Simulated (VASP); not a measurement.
Here is the system:

```
CELL_PARAMETERS angstrom
      2.81138     0.00000     0.00000
      0.00000     2.81138     0.00000
      0.00000     0.00000     2.81138
ATOMIC_POSITIONS crystal
  Cr 0.00000 0.00000 0.00000
  Cr 0.50000 0.50000 0.50000
```
Starting moments (μB, in the order of the record's atoms Cr Cr): 1.2 -1.2.

Computed with revTPSS meta-GGA, VASP's PBE PAW potentials (set 64) (plane waves; VASP 6.6.1). Numerical set-up: 520 eV cut-off, 13×13×13 Γ-centred mesh, first-order Methfessel-Paxton smearing of 0.10 eV, potentials Cr_pv.

Q: Estimate the cell moment, energy per atom (σ→0), pressure, band gap (on the k-mesh) with the smallest direct gap where there is one.

A: 
```json
{
  "band gap (on the k-mesh)": "none (metal, semimetal or under 0.01 eV)",
  "cell_moment": "0.00 μB",
  "energy per atom (σ→0)": "-8.235 eV/atom",
  "pressure": "1.86 GPa"
}
```

The compound is Cr in the bcc, AFM order structure. This cell is one point of a volume scan, at 0.97 of the reference volume.
